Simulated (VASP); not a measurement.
All values below come from rev-vdW-DF2, VASP's PBE PAW potentials (set 64) (plane waves; VASP).

VASP ran on this input.

### INCAR
```
! general
SYSTEM   = Zn
PREC     = Accurate
ENCUT    = 520
LREAL    = .FALSE.
LASPH    = .TRUE.

! electronic loop
EDIFF    = 1E-7
NELM     = 100
ALGO     = Normal
LMAXMIX  = 4

! smearing
ISMEAR   = 1
SIGMA    = 0.1

! functional
GGA      = MK
LUSE_VDW = .TRUE.
AGGAC    = 0.0
PARAM1   = 0.1234568
PARAM2   = 0.7114
ZAB_VDW  = -1.8867

! ions
IBRION   = 2
NSW      = 30
ISIF     = 4
EDIFFG   = -0.01

! output
LWAVE    = .FALSE.
LCHARG   = .FALSE.
```

### KPOINTS
```
Automatic mesh
0
Gamma
16 16 8
0 0 0
```

**POSCAR**
```
Zn
1
    1.3011491985    -2.2536569356     0.0000000000
    1.3011491985     2.2536569356     0.0000000000
    0.0000000000     0.0000000000     4.7373029208
Zn
2
Direct
  0.3333330000   0.6666670000   0.2500000000
  0.6666670000   0.3333330000   0.7500000000
```

POTCAR, in this order: Zn (PBE.64 set). Program: vasp_std.

Problem. What will the output report for the number of irreducible k-points (NKPTS), largest plane-wave count, number of space-group operations, FFT grid (NGX, NGY, NGZ)?

Solution. 
```
Property                                       Value
--------------------------------------  ------------
number of irreducible k-points (NKPTS)           150
largest plane-wave count                         764
number of space-group operations                  24
FFT grid (NGX, NGY, NGZ)                20 × 20 × 36
```

The compound is Zn in the hcp structure. This cell is one point of a volume scan, at 0.94 of the reference volume. Symmetry was kept, so distortions that lower it aren't found.
